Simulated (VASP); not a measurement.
Output of a VASP run:

**OUTCAR**
```
 ion  position               nearest neighbor table
   1  0.000  0.000  0.000-
  LATTYP: Found a body centered cubic cell.
 ALAT       =     5.0808666066
 Subroutine PRICEL returns:
 Original cell was already a primitive cell.
 Subroutine GETGRP returns: Found 48 space group operations
The static configuration has the point symmetry O_h .
The dynamic configuration has the point symmetry O_h .
 Subroutine INISYM returns: Found 48 space group operations
 Subroutine IBZKPT returns following result:
 Found     56 irreducible k-points:

 Following reciprocal coordinates:
            Coordinates               Weight
  0.000000  0.000000  0.000000      1.000000
  0.090909  0.000000  0.000000     12.000000
  0.181818  0.000000  0.000000     12.000000
  0.272727  0.000000  0.000000     12.000000
  0.363636  0.000000  0.000000     12.000000
  0.454545  0.000000  0.000000     12.000000
  0.090909  0.090909  0.000000     24.000000
  0.181818  0.090909 -0.000000     48.000000
  0.272727  0.090909  0.000000     48.000000
  0.363636  0.090909  0.000000     48.000000
  0.454545  0.090909  0.000000     24.000000
  0.181818  0.181818  0.000000     24.000000
  0.272727  0.181818  0.000000     48.000000
  0.363636  0.181818  0.000000     48.000000
  0.272727  0.272727  0.000000     24.000000
  0.363636  0.272727  0.000000     24.000000
  0.090909  0.090909  0.090909      8.000000
  0.181818  0.090909  0.090909     24.000000
  0.272727  0.090909  0.090909     24.000000
  0.363636  0.090909  0.090909     24.000000
 -0.090909  0.090909  0.090909      6.000000
  0.181818  0.181818  0.090909     24.000000
  0.272727  0.181818  0.090909     48.000000
  0.363636  0.181818  0.090909     24.000000
 -0.181818  0.181818  0.090909     24.000000
  0.272727  0.272727  0.090909     24.000000
 -0.272727  0.272727  0.090909     24.000000
 -0.181818  0.272727  0.090909     24.000000
 -0.363636  0.363636  0.090909     24.000000
 -0.272727  0.363636  0.090909     48.000000
 -0.454545  0.454545  0.090909     24.000000
 -0.363636  0.454545  0.090909     48.000000
 -0.272727  0.454545  0.090909     24.000000
 -0.454545 -0.454545  0.090909     24.000000
 -0.363636 -0.454545  0.090909     48.000000
 -0.363636 -0.363636  0.090909      8.000000
  0.181818  0.181818  0.181818      8.000000
  0.272727  0.181818  0.181818     24.000000
 -0.181818  0.181818  0.181818      6.000000
  0.272727  0.272727  0.181818      8.000000
   k-points           NKPTS =     56   k-points in BZ     NKDIM =     56   number of bands    NBANDS=      9
   number of dos      NEDOS =    601   number of ions     NIONS =      1
   total plane-waves  NPLWV =  46656
   dimension x,y,z NGX =    36 NGY =   36 NGZ =   36
   dimension x,y,z NGXF=    72 NGYF=   72 NGZF=   72
   ions per type =               1
   PREC   = accura    normal or accurate (medium, high low for compatibility)
   ISTART =      0    job   : 0-new  1-cont  2-samecut
   ICHARG =      2    charge: 1-file 2-atom 10-const
   ISPIN  =      1    spin polarized calculation?
   LNONCOLLINEAR =      F non collinear calculations
   LSORBIT =      F    spin-orbit coupling
   INIWAV =      1    electr: 0-lowe 1-rand  2-diag
   ENCUT  =  520.0 eV  38.22 Ry    6.18 a.u.   8.18  8.18  8.18*2*pi/ulx,y,z
   NELM   =    100;   NELMIN=  2; NELMDL= -5     # of ELM steps
   EDIFF  = 0.1E-06   stopping-criterion for ELM
   LREAL  =      F    real-space projection
   NLSPLINE    = F    spline interpolate recip. space projectors
   LMAXMIX     =    4 max onsite mixed and CHGCAR
   VOSKOWN=      0    Vosko Wilk Nusair interpolation
   EDIFFG = 0.1E-05   stopping-criterion for IOM
   NSW    =      0    number of steps for IOM
   NBLOCK =      1;   KBLOCK =      1    inner block; outer block
   IBRION =     -1    ionic relax: 0-MD 1-quasi-New 2-CG
   NFREE  =      0    steps in history (QN), initial steepest desc. (CG)
...
```

### OSZICAR
```
...
DAV:   6    -0.258189720822E+02    0.34248E+01   -0.10172E+00  1541   0.785E+00    0.131E+00
DAV:   7    -0.258973955598E+02   -0.78423E-01   -0.59902E-02  1100   0.286E+00    0.143E+00
DAV:   8    -0.262962511937E+02   -0.39886E+00   -0.13213E-01  1119   0.437E+00    0.471E-01
DAV:   9    -0.261539671239E+02    0.14228E+00   -0.34125E-02  1180   0.247E+00    0.269E-01
DAV:  10    -0.261984652362E+02   -0.44498E-01   -0.13390E-01  1074   0.382E+00    0.225E-01
DAV:  11    -0.261961507601E+02    0.23145E-02   -0.15528E-03  1625   0.259E-01    0.222E-01
DAV:  12    -0.262218887702E+02   -0.25738E-01   -0.15560E-02  1014   0.122E+00    0.319E-01
DAV:  13    -0.264173231239E+02   -0.19543E+00   -0.25958E-01  1109   0.394E+00    0.117E-01
DAV:  14    -0.264132425500E+02    0.40806E-02   -0.33484E-03  1243   0.436E-01    0.123E-01
DAV:  15    -0.264139908102E+02   -0.74826E-03   -0.13893E-04  1471   0.731E-02    0.122E-01
DAV:  16    -0.264169557554E+02   -0.29649E-02   -0.20986E-04  1129   0.153E-01    0.126E-01
DAV:  17    -0.264111315876E+02    0.58242E-02   -0.87809E-04  1101   0.295E-01    0.126E-01
DAV:  18    -0.264117438773E+02   -0.61229E-03   -0.11208E-05  1387   0.292E-02    0.125E-01
DAV:  19    -0.264127702081E+02   -0.10263E-02   -0.54824E-05  1020   0.818E-02    0.124E-01
DAV:  20    -0.264211744127E+02   -0.84042E-02   -0.22714E-03  1111   0.467E-01    0.145E-01
DAV:  21    -0.264209095106E+02    0.26490E-03   -0.39068E-05  1398   0.432E-02    0.148E-01
DAV:  22    -0.264207032397E+02    0.20627E-03   -0.86132E-06  1094   0.342E-02    0.148E-01
DAV:  23    -0.264197862476E+02    0.91699E-03   -0.67059E-04  1013   0.254E-01    0.152E-01
DAV:  24    -0.264250083305E+02   -0.52221E-02   -0.12251E-03  1012   0.394E-01    0.146E-01
DAV:  25    -0.264321856624E+02   -0.71773E-02   -0.77512E-03  1090   0.897E-01    0.101E-01
DAV:  26    -0.264332660167E+02   -0.10804E-02   -0.22129E-03  1279   0.475E-01    0.111E-01
DAV:  27    -0.264335256254E+02   -0.25961E-03   -0.36226E-04  1160   0.180E-01    0.129E-01
DAV:  28    -0.264336223376E+02   -0.96712E-04   -0.10734E-04  1014   0.114E-01    0.136E-01
DAV:  29    -0.264335956804E+02    0.26657E-04   -0.34752E-04  1012   0.231E-01    0.118E-01
DAV:  30    -0.264335903760E+02    0.53044E-05   -0.26265E-05  1045   0.510E-02    0.963E-02
DAV:  31    -0.264334884758E+02    0.10190E-03   -0.12598E-04  1012   0.144E-01    0.611E-02
DAV:  32    -0.264336118870E+02   -0.12341E-03   -0.10613E-04  1012   0.128E-01    0.317E-02
DAV:  33    -0.264336168002E+02   -0.49132E-05   -0.15001E-05  1046   0.571E-02    0.225E-02
DAV:  34    -0.264336318483E+02   -0.15048E-04   -0.21724E-05  1024   0.598E-02    0.118E-02
DAV:  35    -0.264336322658E+02   -0.41751E-06   -0.46255E-06  1129   0.283E-02    0.637E-03
DAV:  36    -0.264336389244E+02   -0.66586E-05   -0.30197E-06  1069   0.218E-02    0.363E-03
DAV:  37    -0.264336407617E+02   -0.18373E-05   -0.16586E-06  1169   0.146E-02    0.215E-03
DAV:  38    -0.264336416214E+02   -0.85964E-06   -0.22071E-07  1124   0.642E-03    0.149E-03
DAV:  39    -0.264336420769E+02   -0.45556E-06   -0.15399E-07  1057   0.562E-03    0.145E-03
DAV:  40    -0.264336424585E+02   -0.38155E-06   -0.66621E-08  1031   0.367E-03    0.683E-04
DAV:  41    -0.264336428074E+02   -0.34896E-06   -0.32434E-08   560   0.217E-03    0.371E-04
DAV:  42    -0.264336427873E+02    0.20115E-07   -0.42224E-09   515   0.668E-04
   1 F= -.26433643E+02 E0= -.26433643E+02  d E =0.000000E+00
       N       E                     dE             ncg
       N       E                     dE             ncg
```

File OUTCAR:
```
------------------------ aborting loop because EDIFF is reached ----------------------------------------
  FORCE on cell =-STRESS in cart. coord.  units (eV):
  Direction    XX          YY          ZZ          XY          YZ          ZX
  --------------------------------------------------------------------------------------
  Total        0.0128192      0.0128192      0.0128192      0.0000000      0.0000000      0.0000000
  in kB        0.3131762      0.3131762      0.3131762      0.0000000      0.0000000      0.0000000
  external PRESSURE =       0.3131762 kB  Pullay stress =       0.0000000 kB
  volume of cell :       65.58
      direct lattice vectors                 reciprocal lattice vectors
    -2.540433303  2.540433303  2.540433303     0.000000000  0.196816818  0.196816818
     2.540433303 -2.540433303  2.540433303     0.196816818  0.000000000  0.196816818
     2.540433303  2.540433303 -2.540433303     0.196816818  0.196816818  0.000000000
 POSITION                                       TOTAL-FORCE (eV/Angst)
 -----------------------------------------------------------------------------------
      0.00000      0.00000      0.00000         0.000000      0.000000     -0.000000
 -----------------------------------------------------------------------------------
    total drift:                               -0.000000      0.000000      0.000000
  FREE ENERGIE OF THE ION-ELECTRON SYSTEM (eV)
  ---------------------------------------------------
  free  energy   TOTEN  =       -26.4336427873 eV

  energy  without entropy=      -26.4336427873  energy(sigma->0) =      -26.43364279

 total charge

# of ion       s       p       d       tot
------------------------------------------
    1        2.068   5.569   0.250   7.887
```
(Selected blocks of OUTCAR.)

### POSCAR
```
Ba
1
   -2.5404333033     2.5404333033     2.5404333033
    2.5404333033    -2.5404333033     2.5404333033
    2.5404333033     2.5404333033    -2.5404333033
Ba
1
Direct
  0.0000000000   0.0000000000   0.0000000000
```

Q: Reconstruct the remaining input files.

A: This is not unique; one that fits is the input of the run itself, r2SCAN meta-GGA, plane waves, VASP's PBE PAW potentials (set 64).

File KPOINTS:
```
Automatic mesh
0
Gamma
11 11 11
0 0 0
```

**INCAR**
```
ALGO=Normal
EDIFF=1E-7
ENCUT=520
ISIF=2
ISMEAR=-5
LASPH=.True.
LCHARG=.False.
LMAXMIX=4
LMIXTAU=.True.
LORBIT=11
LREAL=.False.
LWAVE=.False.
METAGGA=R2SCAN
NEDOS=601
NELM=100
PREC=Accurate
SYSTEM=Ba
```

**KPOINTS_OPT**
```
k-points along high-symmetry lines
10
Line-mode
Reciprocal
  0.000000   0.000000   0.000000 ! GAMMA
  0.500000  -0.500000   0.500000 ! H

  0.500000  -0.500000   0.500000 ! H
  0.000000  -0.000000   0.500000 ! N

  0.000000  -0.000000   0.500000 ! N
  0.000000   0.000000   0.000000 ! GAMMA

  0.000000   0.000000   0.000000 ! GAMMA
  0.250000   0.250000   0.250000 ! P

  0.250000   0.250000   0.250000 ! P
  0.500000  -0.500000   0.500000 ! H

  0.250000   0.250000   0.250000 ! P
  0.000000  -0.000000   0.500000 ! N
```

POTCAR, in this order: Ba_sv (PBE.64 set). Program: vasp_std.

For a metal the tetrahedron method with Blöchl corrections gives inexact stress and forces.

The compound is Ba in the bcc structure. It was relaxed first.
